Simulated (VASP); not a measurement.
# CdBr (Fm-3m) in VASP: further runs

The runs below take CdBr through band structure, with LDA.

All numbers are computed with VASP 6.6.1; they aren't measurements. Logs are shortened: lines on timing, memory, paths and dates and some standing lists are left out, and cuts for length are marked.

**1. The crystal as given**

It takes space group Fm-3m (No. 225, cubic). Conventional cell: a = 6.145 Å, b = 6.145 Å, c = 6.145 Å, α = 90.00°, β = 90.00°, γ = 90.00°. Cd (site symmetry m-3m) has 6 Br at 3.07 Å as nearest neighbours. Br (site symmetry m-3m) is surrounded by 6 Cd at 3.07 Å.

The cell was built by a generator and needn't be a form met in nature.

**2. Band structure, LDA**

POSCAR reads:

```
CdBr
1.0
    0.0000000000      3.0723910300      3.0723910300
    3.0723910300      0.0000000000      3.0723910300
    3.0723910300      3.0723910300      0.0000000000
Cd Br
1 1
Direct
    0.0000000000      0.0000000000      0.0000000000
    0.5000000000      0.5000000000      0.5000000000
```

INCAR.step1 reads:

```
SYSTEM = CdBr
  PREC = Accurate
  ENCUT = 520
  EDIFF = 1E-6
  ISMEAR = -1
  SIGMA = 0.05
  LREAL = .False.
  LASPH = .True.
  NELM = 60
  ALGO = Normal
  ISIF = 2
  LWAVE = .False.
  LCHARG = .True.
  NBANDS = 16
```

KPOINTS.step1 reads:

```
regular mesh
0
Gamma
  6 6 6
  0 0 0
```

INCAR.step2 reads:

```
SYSTEM = CdBr
  PREC = Accurate
  ENCUT = 520
  EDIFF = 1E-6
  ISMEAR = 0
  SIGMA = 0.05
  LREAL = .False.
  LASPH = .True.
  NELM = 60
  ALGO = Normal
  ISIF = 2
  LWAVE = .False.
  LCHARG = .False.
  NBANDS = 16
  ICHARG = 11
```

KPOINTS.step2 reads:

```
path GXWKGLUWLK,UX
15
line-mode
reciprocal
 0.0000000000  0.0000000000  0.0000000000  G
 0.5000000000  0.0000000000  0.5000000000  X

 0.5000000000  0.0000000000  0.5000000000  X
 0.5000000000  0.2500000000  0.7500000000  W

 0.5000000000  0.2500000000  0.7500000000  W
 0.3750000000  0.3750000000  0.7500000000  K

 0.3750000000  0.3750000000  0.7500000000  K
 0.0000000000  0.0000000000  0.0000000000  G

 0.0000000000  0.0000000000  0.0000000000  G
 0.5000000000  0.5000000000  0.5000000000  L

 0.5000000000  0.5000000000  0.5000000000  L
 0.6250000000  0.2500000000  0.6250000000  U

 0.6250000000  0.2500000000  0.6250000000  U
 0.5000000000  0.2500000000  0.7500000000  W

 0.5000000000  0.2500000000  0.7500000000  W
 0.5000000000  0.5000000000  0.5000000000  L

 0.5000000000  0.5000000000  0.5000000000  L
 0.3750000000  0.3750000000  0.7500000000  K

 0.6250000000  0.2500000000  0.6250000000  U
 0.5000000000  0.0000000000  0.5000000000  X
```

Potentials or basis: VASP PAW LDA potentials, release 64 (Cd, Br).

Launch:

```sh
> cat potpaw_LDA.64/Cd/POTCAR potpaw_LDA.64/Br/POTCAR > POTCAR
> cp INCAR.step1 INCAR
> cp KPOINTS.step1 KPOINTS
> mpirun -np 1 vasp_std > vasp.out
> cp INCAR.step2 INCAR
> cp KPOINTS.step2 KPOINTS
> mpirun -np 1 vasp_std > vasp.out
```

OUTCAR:

```text
SYSTEM = CdBr
   PREC = Accurate
   ENCUT = 520
   EDIFF = 1E-6
   ISMEAR = 0
   LREAL = .False.
   LASPH = .True.
   NELM = 60
   ISIF = 2
   ICHARG = 11

 ion  position               nearest neighbor table
   1  0.000  0.000  0.000-   2 3.07   2 3.07   2 3.07   2 3.07   2 3.07   2 3.07
   2  0.500  0.500  0.500-   1 3.07   1 3.07   1 3.07   1 3.07   1 3.07   1 3.07

  LATTYP: Found a face centered cubic cell.
 ALAT       =     6.1447820600

  Lattice vectors:

 A1 = (   0.0000000000,   3.0723910300,   3.0723910300)
 A2 = (   3.0723910300,   0.0000000000,   3.0723910300)
 A3 = (   3.0723910300,   3.0723910300,   0.0000000000)

Analysis of symmetry for initial positions (statically):
=====================================================================
 Subroutine PRICEL returns:
 Original cell was already a primitive cell.

 Routine SETGRP: Setting up the symmetry group for a
 face centered cubic supercell.

 Subroutine GETGRP returns: Found 48 space group operations
 (whereof 48 operations were pure point group operations)
 out of a pool of 48 trial point group operations.

The static configuration has the point symmetry O_h .

Analysis of symmetry for dynamics (positions and initial velocities):
=====================================================================
 Subroutine PRICEL returns:
 Original cell was already a primitive cell.

 Routine SETGRP: Setting up the symmetry group for a
 face centered cubic supercell.

 Subroutine GETGRP returns: Found 48 space group operations
 (whereof 48 operations were pure point group operations)
 out of a pool of 48 trial point group operations.

The dynamic configuration has the point symmetry O_h .

 Subroutine INISYM returns: Found 48 space group operations
 (whereof 48 operations are pure point group operations),
 and found     1 'primitive' translations

----------------------------------------------------------------------------------------

                                     Primitive cell

  volume of cell :      58.0042

  direct lattice vectors                    reciprocal lattice vectors
     0.000000000  3.072391030  3.072391030    -0.162739702  0.162739702  0.162739702
     3.072391030  0.000000000  3.072391030     0.162739702 -0.162739702  0.162739702
     3.072391030  3.072391030  0.000000000     0.162739702  0.162739702 -0.162739702

[... 67 lines left out ...]
 SYSTEM =  CdBr
   PREC   = accura    normal or accurate (medium, high low for compatibility)
   ISTART =      0    job   : 0-new  1-cont  2-samecut
   ICHARG =     11    charge: 1-file 2-atom 10-const
   ISPIN  =      1    spin polarized calculation?
   LNONCOLLINEAR =      F non collinear calculations
   LSORBIT =      F    spin-orbit coupling
   LASPH  =      T    aspherical Exc in radial PAW
   ENCUT  =  520.0 eV  38.22 Ry    6.18 a.u.   8.08  8.08  8.08*2*pi/ulx,y,z
   NELM   =     60;   NELMIN=  2; NELMDL=  0     # of ELM steps
   EDIFF  = 0.1E-05   stopping-criterion for ELM
   LREAL  =      F    real-space projection
[... 7 lines left out ...]
   TEBEG  =    0.0;   TEEND  =   0.0 temperature during run
   PSTRESS=    0.0 pullay stress
   NELECT =      19.0000    total number of electrons
   NUPDOWN=      -1.0000    fix difference up-down
   EMIN   =  10.00;   EMAX   =-10.00  energy-range for DOS
   EFERMI =   0.00;   METHOD = LEGACY
   ISMEAR =     0;   SIGMA  =   0.05  broadening in eV -4-tet -1-fermi 0-gaus
   EFERMI_NEDOS =   21; number of points for ismear=-14 and -15
   IALGO  =     38    algorithm
   IMIX   =      4    mixing-type and parameters
     AMIX     =   0.40;   BMIX     =  1.00
     AMIX_MAG =   1.60;   BMIX_MAG =  1.00
  volume/ion in A,a.u.               =      29.00       195.72
  Fermi-wavevector in a.u.,A,eV,Ry     =   1.128512  2.132579 17.327557  1.273540
  Thomas-Fermi vector in A             =   2.265202
   LORBIT       =      0    0 simple, 1 ext, 2 COOP (PROOUT), +10 PAW based schemes
   GGA     = CA    functional components
   LHFCALC =     F    Hartree Fock is set to
   AEXX    =    0.0000 exact exchange contribution
   IVDW    =     0    specifies the selected vdW correction
   LEPSILON=     F    determine dielectric tensor
   LRPA    =     F    only Hartree local field effects (RPA)
 non-spin polarized calculation
 Gauss-broadening in eV      SIGMA  =   0.05
  energy-cutoff  :      520.00
  volume of cell :       58.00
 maximum number of plane-waves:      1588

 number of electron      19.0000006 magnetization

 Free energy of the ion-electron system (eV)
  ---------------------------------------------------
  ext. energy  EPLUGINS =         0.00000000
  ---------------------------------------------------
  free energy    TOTEN  =        -4.77448873 eV

  energy without entropy =       -4.77354820  energy(sigma->0) =       -4.77401847

 E-fermi :   1.6270     XC(G=0):  -9.3973

 val. band max:        1.5844720447   @ k =   0.4286   0.3214   0.7500
 cond. band min:       1.6420790686   @ k =   0.5625   0.2500   0.6875
 fundamental gap:      0.0576070239
 Fermi energy:         1.6269621011

 k-point     1 :       0.0000    0.0000    0.0000
  band No.  band energies     occupation
      1     -14.1116      2.00000
      2      -6.5545      2.00000
      3      -6.5545      2.00000
      4      -6.5385      2.00000
      5      -6.5385      2.00000
      6      -6.5385      2.00000
[... 433 lines left out ...]
      3      -6.5747      2.00000
      4      -6.4718      2.00000
      5      -6.4286      2.00000
      6      -6.4002      2.00000
[... 8 lines left out ...]
     15      12.5944      0.00000
     16      13.6615      0.00000

 [... further k-points ...]

------------------------ aborting loop because EDIFF is reached ----------------------------------------

  FORCE on cell =-STRESS in cart. coord.  units (eV):
  Direction    XX          YY          ZZ          XY          YZ          ZX
  --------------------------------------------------------------------------------------
  -------------------------------------------------------------------------------------
  Total       -3.2912351     -3.2912351     -3.2912351      0.0000000      0.0000000     -0.0000000
  in kB      -90.9096579    -90.9096579    -90.9096579      0.0000000      0.0000000     -0.0000000
  external PRESSURE =     -90.9096579 kB  Pullay stress =       0.0000000 kB

 VOLUME and BASIS-vectors are now :
 -----------------------------------------------------------------------------
  energy-cutoff  :      520.00
  volume of cell :       58.00
      direct lattice vectors                 reciprocal lattice vectors
     0.000000000  3.072391030  3.072391030    -0.162739702  0.162739702  0.162739702
     3.072391030  0.000000000  3.072391030     0.162739702 -0.162739702  0.162739702
     3.072391030  3.072391030  0.000000000     0.162739702  0.162739702 -0.162739702

 POSITION                                       TOTAL-FORCE (eV/Angst)
 -----------------------------------------------------------------------------------
      0.00000      0.00000      0.00000        -0.000000      0.000000      0.000000
      3.07239      3.07239      3.07239         0.000000     -0.000000     -0.000000
 -----------------------------------------------------------------------------------
    total drift:                                0.000000     -0.000000     -0.000000

  FREE ENERGIE OF THE ION-ELECTRON SYSTEM (eV)
  ---------------------------------------------------
  free  energy   TOTEN  =        -4.7744887302 eV

  energy  without entropy=       -4.7735482047  energy(sigma->0) =       -4.77401847
```

OSZICAR.step1:

```text
N       E                     dE             d eps       ncg     rms          rms(c)
DAV:   1     0.120954494599E+03    0.12095E+03   -0.91982E+03   520   0.104E+03
DAV:   2     0.915697789340E+00   -0.12004E+03   -0.11390E+03   600   0.261E+02
DAV:   3    -0.421886462377E+01   -0.51346E+01   -0.51088E+01   656   0.558E+01
DAV:   4    -0.424048478215E+01   -0.21620E-01   -0.21619E-01   632   0.366E+00
DAV:   5    -0.424061391347E+01   -0.12913E-03   -0.12913E-03   616   0.252E-01    0.742E+00
DAV:   6    -0.409326428448E+01    0.14735E+00   -0.23011E-01   704   0.499E+00    0.419E+00
DAV:   7    -0.407812838922E+01    0.15136E-01   -0.50241E-02   600   0.158E+00    0.121E+00
DAV:   8    -0.407660084722E+01    0.15275E-02   -0.62005E-03   616   0.869E-01    0.166E-01
DAV:   9    -0.407656281507E+01    0.38032E-04   -0.49767E-04   648   0.245E-01    0.303E-02
DAV:  10    -0.407655885238E+01    0.39627E-05   -0.35937E-05   672   0.781E-02    0.262E-02
DAV:  11    -0.407656033183E+01   -0.14794E-05   -0.40756E-06   608   0.216E-02    0.354E-03
DAV:  12    -0.407656033906E+01   -0.72364E-08   -0.13352E-07   368   0.449E-03
   1 F= -.40765603E+01 E0= -.40680673E+01  d E =-.169862E-01
```

Run time: 33 s. Hardware: 1 thread of AMD EPYC 9R45 (Zen 5), shared host; peak memory 0.23 GiB.

Results:

- Band gap along the path: none (metal or under the smearing width)

Levels at the corners of the path, in eV from the Fermi level:
```tsv
point	band 8	band 9	band 10	band 11	band 12	band 13
Γ	-3.45	-3.45	-2.75	6.99	6.99	6.99
X	-4.18	-4.18	-1.89	4.28	5.39	6.71
X	-4.18	-4.18	-1.89	4.28	5.39	6.71
W	-4.76	-4.56	-0.09	3.75	4.69	4.69
W	-4.76	-4.56	-0.09	3.75	4.69	4.69
K	-5.00	-3.78	-0.61	3.77	4.98	5.40
K	-5.00	-3.78	-0.61	3.77	4.98	5.40
Γ	-3.45	-3.45	-2.75	6.99	6.99	6.99
Γ	-3.45	-3.45	-2.75	6.99	6.99	6.99
L	-3.12	-3.12	1.20	1.91	3.82	3.82
L	-3.12	-3.12	1.20	1.91	3.82	3.82
U	-5.00	-3.78	-0.61	3.77	4.98	5.40
U	-5.00	-3.78	-0.61	3.77	4.98	5.40
W	-4.76	-4.56	-0.09	3.75	4.69	4.69
W	-4.76	-4.56	-0.09	3.75	4.69	4.69
L	-3.12	-3.12	1.20	1.91	3.82	3.82
L	-3.12	-3.12	1.20	1.91	3.82	3.82
K	-5.00	-3.78	-0.61	3.77	4.98	5.40
U	-5.00	-3.78	-0.61	3.77	4.98	5.40
X	-4.18	-4.18	-1.89	4.28	5.39	6.71
```

Caveat: the log is that of the step along the path at fixed density, whose energy, stress, charges and moments have no meaning; an odd number of electrons without spin polarisation forces a metal; a magnetic or distorted state may lie lower.

**3. Band structure, LDA, spin-orbit coupling, no magnetisation**

POSCAR is that of step 2.

Changes to INCAR.step1 since step 2:

```diff
@@ -13,2 +13,6 @@
   LCHARG = .True.
-  NBANDS = 16
+  MAGMOM = 0 0 0 0 0 0
+  LORBIT = 11
+  LSORBIT = .True.
+  GGA_COMPAT = .False.
+  NBANDS = 31
```

KPOINTS.step1 is that of step 2.

Changes to INCAR.step2 since step 2:

```diff
@@ -13,3 +13,7 @@
   LCHARG = .False.
-  NBANDS = 16
+  MAGMOM = 0 0 0 0 0 0
+  LORBIT = 11
+  LSORBIT = .True.
+  GGA_COMPAT = .False.
+  NBANDS = 31
   ICHARG = 11
```

KPOINTS.step2 is that of step 2.

Potentials or basis: VASP PAW LDA potentials, release 64 (Cd, Br).

Launch:

```sh
> cat potpaw_LDA.64/Cd/POTCAR potpaw_LDA.64/Br/POTCAR > POTCAR
> cp INCAR.step1 INCAR
> cp KPOINTS.step1 KPOINTS
> mpirun -np 1 vasp_ncl > vasp.out
> cp INCAR.step2 INCAR
> cp KPOINTS.step2 KPOINTS
> mpirun -np 1 vasp_ncl > vasp.out
```

OUTCAR:

```text
SYSTEM = CdBr
   PREC = Accurate
   ENCUT = 520
   EDIFF = 1E-6
   ISMEAR = 0
   LREAL = .False.
   LASPH = .True.
   NELM = 60
   ISIF = 2
   LORBIT = 11
   LSORBIT = .True.
   ICHARG = 11

 ion  position               nearest neighbor table
   1  0.000  0.000  0.000-   2 3.07   2 3.07   2 3.07   2 3.07   2 3.07   2 3.07
   2  0.500  0.500  0.500-   1 3.07   1 3.07   1 3.07   1 3.07   1 3.07   1 3.07

  LATTYP: Found a face centered cubic cell.
 ALAT       =     6.1447820600

  Lattice vectors:

 A1 = (   0.0000000000,   3.0723910300,   3.0723910300)
 A2 = (   3.0723910300,   0.0000000000,   3.0723910300)
 A3 = (   3.0723910300,   3.0723910300,   0.0000000000)

Analysis of symmetry for initial positions (statically):
=====================================================================
 Subroutine PRICEL returns:
 Original cell was already a primitive cell.

 Routine SETGRP: Setting up the symmetry group for a
 face centered cubic supercell.

 Subroutine GETGRP returns: Found 48 space group operations
 (whereof 48 operations were pure point group operations)
 out of a pool of 48 trial point group operations.
[... 1043 lines left out ...]
     0.0000000     0.0000000     0.0000000     0.0000000     0.0000000     0.0000000     0.0000000
     0.0000000     0.0000000     0.0000000     0.0000000     0.0000000     0.0000000     0.0000000
     0.0000000     0.0000000     0.0000000     0.0000000     0.0000000     0.0000000     0.0000000
     0.0000000     0.0000000     0.0000000     0.0000000     0.0000000     0.0000000     0.0000000
     0.0000000     0.0000000     0.0000000     0.0000000     0.0000000     0.0000000     0.0000000

 Ion:    2  E_soc:     -0.0615988
 l=   1
     0.0000000    -0.0102634    -0.0102634
    -0.0102634     0.0000000    -0.0102634
    -0.0102634    -0.0102634     0.0000000
 l=   2
     0.0000000    -0.0000002     0.0000000    -0.0000002    -0.0000029
    -0.0000002     0.0000000    -0.0000022    -0.0000002    -0.0000007
     0.0000000    -0.0000022     0.0000000    -0.0000022     0.0000000
    -0.0000002    -0.0000002    -0.0000022     0.0000000    -0.0000007
    -0.0000029    -0.0000007     0.0000000    -0.0000007     0.0000000
 l=   3
     0.0000000     0.0000000     0.0000000     0.0000000     0.0000000     0.0000000     0.0000000
     0.0000000     0.0000000     0.0000000     0.0000000     0.0000000     0.0000000     0.0000000
     0.0000000     0.0000000     0.0000000     0.0000000     0.0000000     0.0000000     0.0000000
     0.0000000     0.0000000     0.0000000     0.0000000     0.0000000     0.0000000     0.0000000
     0.0000000     0.0000000     0.0000000     0.0000000     0.0000000     0.0000000     0.0000000
     0.0000000     0.0000000     0.0000000     0.0000000     0.0000000     0.0000000     0.0000000
     0.0000000     0.0000000     0.0000000     0.0000000     0.0000000     0.0000000     0.0000000

 total charge

# of ion       s       p       d       tot
------------------------------------------
    1        0.574   0.130   9.529  10.232
    2        1.636   3.073   0.021   4.730
--------------------------------------------------
tot          2.210   3.203   9.550  14.963

 magnetization (x)

# of ion       s       p       d       tot
------------------------------------------
    1        0.000  -0.000   0.000  -0.000
    2        0.000   0.000   0.000   0.000
--------------------------------------------------
tot          0.000   0.000   0.000   0.000

 magnetization (y)

# of ion       s       p       d       tot
------------------------------------------
    1        0.000  -0.000   0.000  -0.000
    2        0.000   0.000   0.000   0.000
--------------------------------------------------
tot          0.000  -0.000   0.000  -0.000

 magnetization (z)

# of ion       s       p       d       tot
------------------------------------------
    1        0.000  -0.000  -0.000  -0.000
    2        0.000   0.000   0.000   0.000
--------------------------------------------------
tot          0.000  -0.000  -0.000  -0.000
```

OSZICAR.step1:

```text
N       E                     dE             d eps       ncg     rms          rms(c)
DAV:   1     0.134493428845E+03    0.13449E+03   -0.91639E+03  1008   0.111E+03
DAV:   2     0.374422772287E+01   -0.13075E+03   -0.12480E+03  1136   0.287E+02
DAV:   3    -0.423972439422E+01   -0.79840E+01   -0.79167E+01  1174   0.703E+01
DAV:   4    -0.429595741320E+01   -0.56233E-01   -0.56210E-01  1120   0.597E+00
DAV:   5    -0.429627408512E+01   -0.31667E-03   -0.31667E-03  1233   0.418E-01    0.748E+00
DAV:   6    -0.414826675297E+01    0.14801E+00   -0.20922E-01  1266   0.526E+00    0.433E+00
DAV:   7    -0.413468980177E+01    0.13577E-01   -0.66912E-02  1154   0.182E+00    0.122E+00
DAV:   8    -0.413299426476E+01    0.16955E-02   -0.72310E-03  1126   0.933E-01    0.561E-01
DAV:   9    -0.413287959061E+01    0.11467E-03   -0.34875E-04  1183   0.116E-01    0.147E-01
DAV:  10    -0.413285765392E+01    0.21937E-04   -0.18339E-04  1133   0.144E-01    0.443E-02
DAV:  11    -0.413285502282E+01    0.26311E-05   -0.34949E-05  1154   0.793E-02    0.154E-02
DAV:  12    -0.413285502290E+01   -0.81855E-10   -0.23614E-06  1144   0.139E-02
   1 F= -.41328550E+01 E0= -.41242715E+01  d E =-.171671E-01  mag=     0.0000     0.0000     0.0000
```

Wall time 2.3 min (1 thread of AMD EPYC 9R45 (Zen 5), shared host); peak memory 0.47 GiB.

Caveat: the log is that of the step along the path at fixed density, whose energy, stress, charges and moments have no meaning.

[end of part 1 of 2]
